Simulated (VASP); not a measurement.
An input for Quantum ESPRESSO's pw.x (written as the equivalent of a VASP run, and not itself run):

```
&CONTROL
  calculation = 'scf'
  pseudo_dir = './pseudo'
  outdir = './out'
  tprnfor = .true.
  tstress = .true.
/
&SYSTEM
  ibrav = 0
  nat = 8
  ntyp = 3
  ecutwfc = 88
  occupations = 'tetrahedra'
  input_dft = 'pbesol'
/
&ELECTRONS
  conv_thr = 7.3e-09
  electron_maxstep = 100
/
ATOMIC_SPECIES
  Zn 65.380 Zn.upf
  Se 78.971 Se.upf
  Be 9.012 Be.upf
CELL_PARAMETERS angstrom
    -0.0000000    2.6945759    2.6945759
     2.6945759   -0.0000000    2.6945759
    10.8053117   10.8053117   -0.0270083
ATOMIC_POSITIONS crystal
  Zn   0.0144208  0.0144208  0.9891844
  Zn   0.9899935  0.9899935  0.2575049
  Se   0.2477925  0.2477925  0.0641556
  Se   0.2242360  0.2242360  0.3318230
  Se   0.2494800  0.2494800  0.5628900
  Se   0.2736237  0.2736237  0.7947822
  Be   0.9884143  0.9884143  0.5086893
  Be   0.0120392  0.0120392  0.7409706
K_POINTS automatic
  8 8 2 0 0 0
```

Q: Translate this input to VASP (INCAR, KPOINTS, POSCAR, choice of POTCAR).

A: Several could match; the one computed here: 
File POSCAR:
```
Be2Zn2Se4
1
   -0.0000000000     2.6945758531     2.6945758531
    2.6945758531    -0.0000000000     2.6945758531
   10.8053117285    10.8053117285    -0.0270083158
Zn Se Be
2 4 2
Direct
  0.0144208307   0.0144208307   0.9891843770
  0.9899935146   0.9899935146   0.2575048641
  0.2477925165   0.2477925165   0.0641556126
  0.2242359566   0.2242359566   0.3318230325
  0.2494800026   0.2494800026   0.5628899980
  0.2736237237   0.2736237237   0.7947822072
  0.9884142617   0.9884142617   0.5086893037
  0.0120391935   0.0120391935   0.7409706049
```

File KPOINTS:
```
Automatic mesh
0
Gamma
8 8 2
0 0 0
```

**INCAR**
```
ENCUT  =  400   # plane-wave cut-off (eV)
PREC  =  Accurate
LWAVE  =  F
ISIF  =  2   # forces and stress, cell fixed
LREAL  =  F   # projection in real space or not
LMAXMIX  =  4   # l cut-off of mixed one-centre charges
LEFG  =  T
EDIFF  =  1E-7
GGA  =  PS   # PBEsol
NELM  =  100
NEDOS  =  601
ISMEAR  =  -5   # tetrahedra, Bloechl
LORBIT  =  11
SYSTEM  =  Be2Zn2Se4
ALGO  =  Normal   # blocked Davidson
LASPH  =  T
LCHARG  =  T
```

POTCAR, in this order: Zn Se Be (PBE.64 set). Program: vasp_std.

What does not carry over: the potentials are each code's own (VASP's PAW set, PseudoDojo norm-conserving files in pw.x), so ENCUT and ecutwfc are chosen apart and not converted; conv_thr bounds pw.x's estimated SCF error, while EDIFF bounds the energy change between steps; the field gradients of LEFG aren't asked of the other code.

The structure was generated: Be2Zn2Se4 was put into an ordered model structure (R3m), which need not be its known phase. It was relaxed first.
